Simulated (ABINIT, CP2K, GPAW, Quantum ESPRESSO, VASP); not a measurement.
One calculation of Cd2S, 5 ways

```xyz
3
Lattice="3.9627 0.0000 0.0000 -1.9813 3.4318 0.0000 0.0000 0.0000 5.8092" Properties=species:S:1:pos:R:3 pbc="T T T"
Cd    0.0000    2.2878    5.4183
Cd    1.9813    1.1439    3.3620
S     0.0000    2.2878    2.1245
```

The cell comes from a database or a generator and needn't be the stable form of this composition.

Alike in all runs: task single point; functional PBE; k mesh 8 × 8 × 5; occupations fermi-dirac, width 0.05 eV; no spin polarisation; no spin-orbit coupling. Pressure is positive in compression and, in plane waves, holds the error of the finite cutoff.

```tsv
program and potentials	plane-wave cutoff (eV)	notes	pressure (GPa)	largest force (eV/Å)
CP2K, POTENTIAL_UZH Cd GTH-PBE-q12, S GTH-PBE-q6; TZVP-MOLOPT-PBE-GTH basis	-	atomic basis	0.19	0.052
ABINIT, JTH PAW PBE v2.0	599	-	-0.12	0.070
GPAW, GPAW PAW data sets (gpaw-data 1.2.1)	600	-	-0.39	0.072
Quantum ESPRESSO, SSSP 1.3 efficiency PBE	816	-	-0.15	0.054
VASP, PBE PAW files Cd, S, 520 eV	520	-	0.14	0.053
```

Force on atom 2 (Cd), eV/Å:

```json
{"program and potentials": "CP2K, POTENTIAL_UZH Cd GTH-PBE-q12, S GTH-PBE-q6; TZVP-MOLOPT-PBE-GTH basis", "x": "0.000", "y": "0.000", "z": "-0.052"}
{"program and potentials": "ABINIT, JTH PAW PBE v2.0", "x": "0.000", "y": "0.000", "z": "-0.070"}
{"program and potentials": "GPAW, GPAW PAW data sets (gpaw-data 1.2.1)", "x": "0.000", "y": "0.000", "z": "-0.072"}
{"program and potentials": "Quantum ESPRESSO, SSSP 1.3 efficiency PBE", "x": "0.000", "y": "0.000", "z": "-0.054"}
{"program and potentials": "VASP, PBE PAW files Cd, S, 520 eV", "x": "0.000", "y": "0.000", "z": "-0.053"}
```

The pressure spans -0.39 (GPAW, GPAW PAW data sets (gpaw-data 1.2.1)) to 0.19 GPa (CP2K, POTENTIAL_UZH Cd GTH-PBE-q12, S GTH-PBE-q6; TZVP-MOLOPT-PBE-GTH basis). Rows in atomic bases carry the error of their basis and grid, which can be large.

Differences between rows come from potentials, basis sets and numerical settings, since the functional is the same but for its coding. Runs on potential files found faulty are left out.
